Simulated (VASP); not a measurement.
Here is a VASP 6.6.1 calculation.

The input INCAR:

```
SYSTEM = Ta3I
PREC     = Accurate       ! precision mode
ENCUT    = 520            ! plane-wave cutoff, eV
EDIFF    = 1E-7           ! SCF threshold, eV
ISMEAR   = 0              ! smearing method
SIGMA    = 0.1            ! smearing width, eV
LREAL    = .False.        ! projectors in reciprocal space
LASPH    = .True.         ! aspherical terms in the spheres
NELM     = 60             ! most SCF steps
ALGO     = Normal         ! electronic algorithm
ISIF     = 2              ! what is computed and relaxed
LWAVE    = .False.        ! write WAVECAR
LCHARG   = .False.        ! write CHGCAR
GGA      = PE             ! functional
NBANDS   = 50             ! bands
```

File KPOINTS:

```
regular mesh
0
Gamma
  4 4 4
  0 0 0
```

POSCAR

```
Ta3I
1.0
    5.3389710425      0.0000000000      0.0000000000
    0.0000000000      5.3389710425      0.0000000000
    0.0000000000      0.0000000000      5.3389710425
Ta I
6 2
Direct
    0.2500000000      0.0000000000      0.5000000000
    0.7500000000      0.0000000000      0.5000000000
    0.0000000000      0.5000000000      0.2500000000
    0.0000000000      0.5000000000      0.7500000000
    0.5000000000      0.7500000000      0.0000000000
    0.5000000000      0.2500000000      0.0000000000
    0.0000000000      0.0000000000      0.0000000000
    0.5000000000      0.5000000000      0.5000000000
```

Potentials or basis: VASP PAW PBE potentials, release 64 (Ta_pv, I).

Run with:

```console
$ cat potpaw_PBE.64/Ta_pv/POTCAR potpaw_PBE.64/I/POTCAR > POTCAR
$ mpirun -np 1 vasp_std > vasp.out
```

Question: Estimate the pressure.

Answer: -0.3 GPa.

Question: Estimate the band gap on the k mesh.

Answer: None (metal or under the smearing width).

The run has no spin-orbit coupling, so splittings on I, Ta are missing.
